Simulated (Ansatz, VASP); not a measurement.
# GeH4 (GeH4 molecule) in two plane-wave programs

Aim: how closely do two programs agree when they are given the same cell, functional and k mesh? The structure shown is the start of the Ansatz relaxation below; VASP solves that cell, so the two are compared at the walk's first step.

Calculated with Ansatz 0.2.0; plane waves, with VASP 6.6.1 beside it; single point at HSE06.

## 1. Starting point

The cell holds 5 atoms: 1 Ge and 4 H. Cell: a = 11.000 Å, b = 11.500 Å, c = 12.000 Å, α = 90.0°, β = 90.0°, γ = 90.0°. Vacuum lies along a, b and c.

## 2. Ansatz: relaxation, HSE06

Ansatz runs on its default PAW (the set named soft_2) files.

The two programs are compared at the cell with which this relaxation starts, whose forces are those of its first step.

Input file input.yaml:

```yaml
crystal:
  lattice:
    - [11.0, 0.0, 0.0]
    - [0.0, 11.5, 0.0]
    - [0.0, 0.0, 12.0]
  atoms:
    - { symbol: Ge, position: [0.5, 0.5, 0.5] }
    - { symbol: H, position: [0.5805594965, 0.5770570903, 0.5738462698] }
    - { symbol: H, position: [0.4194405035, 0.4229429097, 0.5738462698] }
    - { symbol: H, position: [0.4194405035, 0.5770570903, 0.4261537302] }
    - { symbol: H, position: [0.5805594965, 0.4229429097, 0.4261537302] }
basis:
  ecutwfc: 420
  xc_grid: 2
hamiltonian:
  xc: hse06
kpoints:
  mp_grid: { grid: [1, 1, 1] }
scf:
  occupations: { method: fixed }
  max_iter: 150
output:
  forces: true
relax:
  f_tol: 0.01
  max_steps: 60
checkpoint:
  write: "../hse06.run"
  compress: false
  write_wavefunctions: false
  write_every: 100000
```

Command:

```bash
ansatz run input.yaml --threads 4 --pin off --max-ram 5652MiB --backend cpu --events-out ev --progress --plain --runs-dir out
```

Numbers of over 12 decimals in the logs are rounded to 6 here.

The log of the run:

```text
exact exchange: scf.exx.singularity resolves to wigner_seitz, which cuts the screened interaction at the faces of the exchange supercell's Wigner-Seitz cell, so that each pair interacts once, at the shortest of its separations (the periodic images that this leaves out come, for a point-like exchange hole, to about 0.002 eV on a filled level). The cut falls within the interaction's reach, and what an exchange supercel [...]
Engine: ansatz 0.2.0, aarch64-unknown-linux-gnu
Pseudopotentials: kind: paw
Pseudopotential: Ge, paw, valence charge 14, recommended cutoff 420 eV (normal), Ge.paw.azcp
Pseudopotential: H, paw, valence charge 1, recommended cutoff 420 eV (normal), H.paw.azcp
Functional definition: HSE06
  parameter a = 0.25
  parameter omega = 0.11/bohr
  exchange = pbe_x - a*pbe_x_sr(omega) + a*exact_x_sr(omega)
  correlation = pbe_c
davidson cushion auto → on  (no smearing: the cushion is to keep the highest requested band from converging to the state above it; pin scf.eigensolver.cushion to override)
Crystal: 5 atoms, lattice volume = 1518.000 Å³
Basis set: ecut = 420 eV, 29699 PW (Γ), exchange–correlation on 150×160×162 points (8 copies of the dense FFT grid, shifted against one another)
Bands: 14, of which v1, the nominal top of the filled ones, is band 9 counted from 1 (8 counted from 0)
Symmetry: 4 space group operations
Space group: P222 (ITA 16), of the structure as read, at distance tolerance 1.1e-4 Å
k-points: 1
Non-local potential: Ge, projectors of the file, l = 0: 2, l = 1: 2, l = 2: 3, l = 3: 1
Non-local potential: H, projectors of the file, l = 0: 2, l = 1: 1
PAW form: soft (Blöchl's): semilocal exchange-correlation on the pseudo side does not see the compensation charge
PAW frozen core: Ge, regenerated for the run's functional, and the local potential with it (the file was generated under x = pbe(κ = 0.804, μ = 0.219515), c = pbe(β = 0.066725))
PAW one-centre angular grid: Ge, 590 points (default); XC on 64 Gauss nodes
PAW one-centre angular grid: H, 110 points (default); XC on 64 Gauss nodes
Initial density: superposition of atomic densities (neutral atoms: chi_scale 0, normalization atom), corrected by the library's trained network
Initial wavefunctions: pseudopotential atomic-orbital guess
Functional: x = pbe(κ = 0.804, μ = 0.219515), c = pbe(β = 0.066725), warm-up for x = pbe(κ = 0.804, μ = 0.219515) + 0.25 (exact − pbe) at short range (hse, ω = 0.207870 Å⁻¹), c = pbe(β = 0.066725); HSE06 as pw.x's `hse` composes it (authors' and Libxc's form: `xc: wpbeh`)
SCF iter   1: F=—  HF=-4357.912169 eV  |F-HF|=—  |Δ(HF+E_count)|=         —  Δρ=2.48e-4  dr2=8.71e-4  ethr=1.77e-3  ⟨swp⟩=20.0  Hψ=101  notcnv=1
preconditioner: auto → none  [insulator: Δε(μ)=7.354 eV  Ē_g=9.745 eV  n_scr=56 (ndim 8)  ℏωp=2.7 eV  f_vac=0.909]
SCF iter   2: F=—  HF=-4357.918490 eV  |F-HF|=—  |Δ(HF+E_count)|=   6.32e-3  Δρ=1.18e-4  dr2=1.62e-4  ethr=4.84e-6  ⟨swp⟩=5.0  Hψ=57  notcnv=0  defer=5
iter 3 solved again at ethr=4.25e-8 eV; its pass at ethr=8.98e-7 eV (dr2=7.64e-6 eV) is discarded
SCF iter   3: F=—  HF=-4357.921174 eV  |F-HF|=—  |Δ(HF+E_count)|=   2.68e-3  Δρ=2.28e-5  dr2=7.76e-6  ethr=4.25e-8  ⟨swp⟩=3.0  Hψ=84  notcnv=0  defer=5
SCF iter   4: F=—  HF=-4357.921336 eV  |F-HF|=—  |Δ(HF+E_count)|=   1.62e-4  Δρ=5.45e-6  dr2=3.49e-7  ethr=4.25e-8  ⟨swp⟩=4.0  Hψ=51  notcnv=0  defer=5
SCF iter   5: F=-4357.921336 eV  HF=-4357.921336 eV  |F-HF|=2.03e-7  |Δ(HF+E_count)|=   1.93e-7  Δρ=1.32e-6  dr2=1.44e-8  ethr=1.94e-9  ⟨swp⟩=4.0  Hψ=51  notcnv=0  defer=5
SCF 1 converged in 5 iterations: F = -4357.921336 eV  dr2 = 1.44e-8
  greatest PAW one-centre occupation: 0.998 electrons in one spin orbital (limit 2), on the Ge atom at site 0 (counted from 0), in its partial waves of l = 2
Initial density: handed on by an earlier stage of this run
Initial wavefunctions: those handed on with the density
[...]
Frozen-core exchange: fock
SCF iter   1: F=—  HF=-4358.967923 eV  |F-HF|=—  |Δ(HF+E_count)|=         —  Δρ=6.88e-6  dr2=3.52e-7  ethr=4.57e-7  ⟨swp⟩=3.0  Hψ=37  notcnv=0
preconditioner: auto → none  [insulator: Δε(μ)=8.536 eV  Ē_g=11.050 eV  n_scr=56 (ndim 8)  ℏωp=2.7 eV  f_vac=0.909]
SCF iter   2: F=—  HF=-4358.967923 eV  |F-HF|=—  |Δ(HF+E_count)|=   1.25e-7  Δρ=1.88e-6  dr2=5.32e-8  ethr=1.51e-9  ⟨swp⟩=4.0  Hψ=51  notcnv=0  defer=5
SCF iter   3: F=-4358.967923 eV  HF=-4358.967923 eV  |F-HF|=3.06e-8  |Δ(HF+E_count)|=   1.73e-7  Δρ=9.18e-7  dr2=2.64e-8  ethr=2.10e-10  ⟨swp⟩=5.0  Hψ=56  notcnv=0  defer=5
SCF 3 converged in 3 iterations: F = -4358.967923 eV  dr2 = 2.64e-8
  Residual-converged pass: ⟨swp⟩=3.0  Hψ=35  notcnv=0  max |occ|·‖R‖ = 1.0e-6 eV (tolerance 1.4e-6 eV)  dr2=2.65e-8  dr2_onsite=9.62e-9  max |Δocc| = 0.0e0
hybrid outer 2: dexx = +1.741e-7 eV, tail = 7.47e-8 eV, Δε = 6.61e-3 eV (about 7.22e-4 eV left of the loop's levels), ΔF = 1.11e-3 eV/Å (tail 6.49e-4)
relax step   1: F+E_penalty+E_count = -4358.96792294 eV  Δ(F+E_penalty+E_count) = +0.000e0 eV  max|allowed force component| = 9.253e-2 eV/Å  Δτ_max = 0.0000 Å  (14 SCF iters, accepted)
[...]
relax step   2: F+E_penalty+E_count = -4358.97090868 eV  Δ(F+E_penalty+E_count) = -2.986e-3 eV  max|allowed force component| = 1.377e-2 eV/Å  Δτ_max = 0.0081 Å  (8 SCF iters, dr2 threshold 5.35e-7 eV, accepted)
[...]
relax step   3: F+E_penalty+E_count = -4358.97097434 eV  Δ(F+E_penalty+E_count) = -6.566e-5 eV  max|allowed force component| = 1.314e-4 eV/Å  Δτ_max = 0.0014 Å  (6 SCF iters, accepted)
hybrid SCF converged: 2 outer / 6 inner (+0 warm-up), last move |dexx| = 4.01e-9 eV, tail = 2.33e-8 eV
Stability not checked: this state was not tested for a lower state beside it, because the functional holds exact exchange (a hybrid, or Hartree-Fock), whose exchange loop this test does not read (fock_operator; see scf.lower_state_search)
Free energy (F): -4358.970974 eV
Frozen-core exchange: fock
Harris-Foulkes:  -4358.970974 eV  (|F-HF|=2.52e-8)
Internal energy: -4358.970974 eV  (E = F + TS)
E sigma→0 (E₀):  -4358.970974 eV
Fermi energy:    -9.002195 eV
--- Per-component energies (eV) ---
  E_band       = -402.208853
  E_kinetic    = 162.775975
  E_local      = -5093.298044  (includes V_loc(G=0)·N_el)
  E_nonlocal   = 428.041334
  E_hartree    = 2287.476043
  E_xc         = -88.794968
  E_vxc        = -87.470572  (∫ρ·V_xc dr)
  E_exx        = -61.761219  (= α·E_x^exact, valence–valence)
  E_paw        = -1984.834373  (= ΣΔE_a)
  E_vpaw       = -263.681186  (= ΣTr[D̂ρ^β])
  E_aug_tail   = -0.004748  (compensation charges beyond the density's cutoff)
  E_ewald      = -8.205596
  E_core_change = -0.365374  (= ΣΔE_core)
  E_smearing   = -0.000000  (= −TS)
  E_closure    = -0.000004  (closes the sum)
  Σ components = -4358.970974   (vs F -4358.970974, Δ=9.09e-13)
--- Forces (eV/Å), atoms counted from 1 ---
  atom   1  Ge     0.00000000     0.00000000     0.00000000
  atom   2  H      0.00013085     0.00013138     0.00012128
  atom   3  H     -0.00013085    -0.00013138     0.00012128
  atom   4  H     -0.00013085     0.00013138    -0.00012128
  atom   5  H      0.00013085    -0.00013138    -0.00012128
  max |Σ_I F_I| component: 0.00e0 eV/Å
--- Band table (eV) ---
  k-point 0: bands = [... 5 lower, -15.3273, -9.0023, -9.0022, -9.0022, -0.4270, 0.7123, 0.7355]
  guard bands above this table: 2 of the run's 14 bands. The solve was not asked for them (output.publish_guard_bands: true or output.eigenvalues: true publishes all)
--- Relaxed structure (3 steps of the walk, 3 accepted, 0 SCFs on fresh bases) ---
  F+E_penalty+E_count = -4358.97097434 eV   max|allowed force component| = 1.314e-4 eV/Å
  atoms:
    - { symbol: Ge, position: [0.5, 0.5, 0.5] }
    - { symbol: H, position: [0.580063, 0.576582, 0.573391] }
    - { symbol: H, position: [0.419937, 0.423418, 0.573391] }
    - { symbol: H, position: [0.419937, 0.576582, 0.426609] }
    - { symbol: H, position: [0.580063, 0.423418, 0.426609] }
```

The column dr2 measures how far the density is from self-consistency, as an energy; F and HF (Harris–Foulkes) agree once it is small.

## 3. VASP: single point, HSE06, start cell

The same cell, functional and mesh now go to VASP, with its own data sets.

Lines of VASP's logs that name or quote its potential files are left out, and so is its time.

The run reads the wave functions of an earlier VASP run, which isn't shown here.

Input file INCAR:

```
SYSTEM = GeH4
PREC = Accurate
ENCUT = 910
EDIFF = 1E-06
NELM = 100
ISMEAR = 0
SIGMA = 0.01
LREAL = .FALSE.
ALGO = Normal
LHFCALC = .TRUE.
AEXX = 0.25
GGA = PE
HFSCREEN = 0.208
LASPH = .TRUE.
NBANDS = 15
PRECFOCK = Fast
LORBIT = 11
LWAVE = .FALSE.
LCHARG = .FALSE.
ISIF = 2
```

Input file POSCAR:

```
GeH4
1.0
   11.0000000000      0.0000000000      0.0000000000
    0.0000000000     11.5000000000      0.0000000000
    0.0000000000      0.0000000000     12.0000000000
Ge H
1 4
Direct
    0.5000000000      0.5000000000      0.5000000000
    0.5805594545      0.5770571304      0.5738462500
    0.4194405455      0.4229428696      0.5738462500
    0.4194405455      0.5770571304      0.4261537500
    0.5805594545      0.4229428696      0.4261537500
```

Input file KPOINTS:

```
Automatic mesh
0
Gamma
1 1 1
0 0 0
```

The projector-augmented-wave data sets are Ge_h and H_h (PBE family, release 64).

Command:

```bash
export OMP_NUM_THREADS=4
mpirun -np 1 vasp_gam
```

The log of the run:

```text
[banner, memory and clock lines left out]
running    1 mpi-ranks, on    1 nodes
 distrk:  each k-point on    1 cores,    1 groups
 distr:  one band on    1 cores,    1 groups
 Offloading initialized ...    1 GPUs detected
 POSCAR found type information on POSCAR GeH
 POSCAR found :  2 types and       5 ions
 LDA part: xc-table for (Slater+PW92), standard interpolation
 found WAVECAR, reading the header
 POSCAR, INCAR and KPOINTS ok, starting setup
 FFT: planning ... GRIDC
 FFT: planning ... GRID_SOFT
 FFT: planning ... GRID
 reading WAVECAR
 the WAVECAR file was read successfully
 initial charge from wavefunction
 entering main loop
       N       E                     dE             d eps       ncg     rms          rms(c)
DAV:   1    -0.202549289526E+02   -0.20255E+02   -0.62438E-01    37   0.139E+01    0.952E-01
DAV:   2    -0.202518940034E+02    0.30349E-02   -0.46274E-02    52   0.357E+00    0.754E-01
DAV:   3    -0.202508644384E+02    0.10296E-02   -0.41822E-03    37   0.128E+00    0.461E-01
DAV:   4    -0.202506987447E+02    0.16569E-03   -0.48345E-04    44   0.334E-01    0.285E-01
DAV:   5    -0.202506803834E+02    0.18361E-04   -0.13700E-04    38   0.101E-01    0.179E-01
DAV:   6    -0.202506872953E+02   -0.69119E-05   -0.29203E-05    52   0.436E-02    0.112E-01
DAV:   7    -0.202506924034E+02   -0.51081E-05   -0.40404E-06    44   0.187E-02    0.693E-02
DAV:   8    -0.202506965406E+02   -0.41371E-05   -0.58667E-07    36   0.848E-03    0.423E-02
DAV:   9    -0.202507006230E+02   -0.40824E-05   -0.37886E-07    36   0.543E-03    0.261E-02
DAV:  10    -0.202507045301E+02   -0.39070E-05   -0.22486E-07    22   0.350E-03    0.161E-02
DAV:  11    -0.202507082091E+02   -0.36790E-05   -0.16920E-07    36   0.306E-03    0.102E-02
DAV:  12    -0.202507115588E+02   -0.33497E-05   -0.10100E-07    36   0.214E-03    0.643E-03
DAV:  13    -0.202507145164E+02   -0.29577E-05   -0.69107E-08    36   0.177E-03    0.422E-03
DAV:  14    -0.202507171012E+02   -0.25847E-05   -0.41236E-08    36   0.124E-03    0.273E-03
DAV:  15    -0.202507194196E+02   -0.23185E-05   -0.28328E-08    36   0.102E-03    0.187E-03
DAV:  16    -0.202507215198E+02   -0.21002E-05   -0.18151E-08    36   0.763E-04    0.127E-03
DAV:  17    -0.202507234205E+02   -0.19007E-05   -0.12312E-08    36   0.610E-04    0.916E-04
DAV:  18    -0.202507251330E+02   -0.17124E-05   -0.80308E-09    36   0.467E-04    0.656E-04
DAV:  19    -0.202507266699E+02   -0.15369E-05   -0.54278E-09    36   0.369E-04    0.492E-04
DAV:  20    -0.202507280443E+02   -0.13744E-05   -0.37482E-09    36   0.291E-04    0.374E-04
DAV:  21    -0.202507292719E+02   -0.12276E-05   -0.26704E-09    36   0.235E-04    0.296E-04
DAV:  22    -0.202507303672E+02   -0.10954E-05   -0.19469E-09    36   0.191E-04    0.239E-04
DAV:  23    -0.202507313442E+02   -0.97697E-06   -0.14547E-09    36   0.158E-04
   1 F= -.20250731E+02 E0= -.20250731E+02  d E =-.695733E-15
```

From OUTCAR (step 3):

```text
ion  position               nearest neighbor table
   1  0.500  0.500  0.500-   2 1.53   3 1.53   4 1.53   5 1.53
   2  0.581  0.577  0.574-   1 1.53
   3  0.419  0.423  0.574-   1 1.53
   4  0.419  0.577  0.426-   1 1.53
   5  0.581  0.423  0.426-   1 1.53

  LATTYP: Found a simple orthorhombic cell.
 ALAT       =    11.0000000000
 B/A-ratio  =     1.0454545455
 C/A-ratio  =     1.0909090909

 Subroutine GETGRP returns: Found  4 space group operations
 (whereof  4 operations were pure point group operations)

The static configuration has the point symmetry D_2 .

 Found      1 irreducible k-points:

   k-points           NKPTS =      1   k-points in BZ     NKDIM =      1   number of bands    NBANDS=     15

   dimension x,y,z NGX =   108 NGY =  120 NGZ =  120
   dimension x,y,z NGXF=   216 NGYF=  240 NGZF=  240

   ENCUT  =  910.0 eV  66.88 Ry    8.18 a.u.  27.06 28.29 29.52*2*pi/ulx,y,z

   NELECT =      18.0000    total number of electrons

 k-points in reciprocal lattice and weights: Automatic mesh
   0.00000000  0.00000000  0.00000000       1.000

  exchange ACFDT corr.  =         0.00000000  see jH, gK, PRB 81, 115126

 average (electrostatic) potential at core
       1-112.8776       2 -39.5631       3 -39.5631       4 -39.5631       5 -39.5631

 E-fermi :  -8.9713

 k-point     1 :       0.0000    0.0000    0.0000
  band No.  band energies     occupation
    ...
      5     -31.7511      2.00000
      6     -15.3296      2.00000
      7      -9.0270      2.00000
      8      -9.0269      2.00000
      9      -9.0268      2.00000
     10      -0.5017      0.00000
     11       0.6424      0.00000
     12       0.6511      0.00000
     13       0.6741      0.00000
     14       0.6864      0.00000
    ...

  Total       -0.3695098     -0.3710280     -0.3725307      0.0000000      0.0000000      0.0000000
  in kB       -0.3900001     -0.3916026     -0.3931885      0.0000000      0.0000000      0.0000000
  external PRESSURE =      -0.3915971 kB  Pullay stress =       0.0000000 kB

  energy-cutoff  :      910.00
  volume of cell :     1518.00
      direct lattice vectors                 reciprocal lattice vectors
    11.000000000  0.000000000  0.000000000     0.090909091  0.000000000  0.000000000
     0.000000000 11.500000000  0.000000000     0.000000000  0.086956522  0.000000000
     0.000000000  0.000000000 12.000000000     0.000000000  0.000000000  0.083333333

 POSITION                                       TOTAL-FORCE (eV/Angst)
 -----------------------------------------------------------------------------------
      5.50000      5.75000      6.00000         0.000000      0.000000      0.000000
      6.38615      6.63616      6.88616        -0.090444     -0.090354     -0.090415
      4.61385      4.86384      6.88616         0.090444      0.090354     -0.090415
      4.61385      6.63616      5.11384         0.090444     -0.090354      0.090415
      6.38615      4.86384      5.11384        -0.090444      0.090354      0.090415
 -----------------------------------------------------------------------------------
    total drift:                               -0.000001      0.000000      0.000001

  FREE ENERGIE OF THE ION-ELECTRON SYSTEM (eV)
  ---------------------------------------------------
  free  energy   TOTEN  =       -20.2507313442 eV

  energy  without entropy=      -20.2507313442  energy(sigma->0) =      -20.25073134

 total charge
# of ion       s       p       d       tot
------------------------------------------
    1        0.817   0.912   9.923  11.652
    2        0.310   0.003   0.000   0.313
    3        0.310   0.003   0.000   0.313
    4        0.310   0.003   0.000   0.313
    5        0.310   0.003   0.000   0.313
--------------------------------------------------
tot          2.055   0.926   9.923  12.903
```

The run ends at a pressure of -0.04 GPa, with forces up to 0.16 eV/Å.

## 4. Differences

Known differences besides the potentials themselves: exact exchange at q = 0 is treated differently, which shows on coarse meshes; VASP keeps PBE cores, Ansatz makes them for the functional; fixed occupations in Ansatz, narrow Gaussian smearing in VASP; the cutoff is 420 eV in Ansatz and 910 eV in VASP; VASP takes a coarser grid for exact exchange (PRECFOCK = Fast). Total energies have different zeros and are not compared.

Forces (eV/Å; atoms numbered as in POSCAR):

| atom | Ansatz x, y, z | VASP x, y, z |
| --- | --- | --- |
| Ge1 | 0.000, 0.000, 0.000 | 0.000, 0.000, 0.000 |
| H2 | -0.093, -0.093, -0.093 | -0.090, -0.090, -0.090 |
| H3 | 0.093, 0.093, -0.093 | 0.090, 0.090, -0.090 |
| H4 | 0.093, -0.093, 0.093 | 0.090, -0.090, 0.090 |
| H5 | -0.093, 0.093, 0.093 | -0.090, 0.090, 0.090 |

The forces differ by 1.9 meV/Å r.m.s., which is 2.3 % of the r.m.s. force of 0.081 eV/Å (both taken over all components).

## 5. Summary of results

* r.m.s. force difference (single point, HSE06, start cell): 1.9 meV/Å

**Reading.** The r.m.s. force difference is 1.9 meV/Å (single point, HSE06, start cell), within the 12 meV/Å picked in this series as the mark of a large difference. 1 further run of this series is not shown here. How closely two codes agree says nothing of how well the functional describes the real material.

[Lines on the potential files, build, host, timing and source positions are cut from VASP's logs without a mark.]

[Logs are printed without paths, hosts, clocks, repeated set-up lines and the standing remarks that a program may print on its own settings, such as how far it seeks lower states.]

[Hosts, paths, dates, database ids (printed as entryN), source tags and the programs' standing remarks are cut or masked in the printed files.]
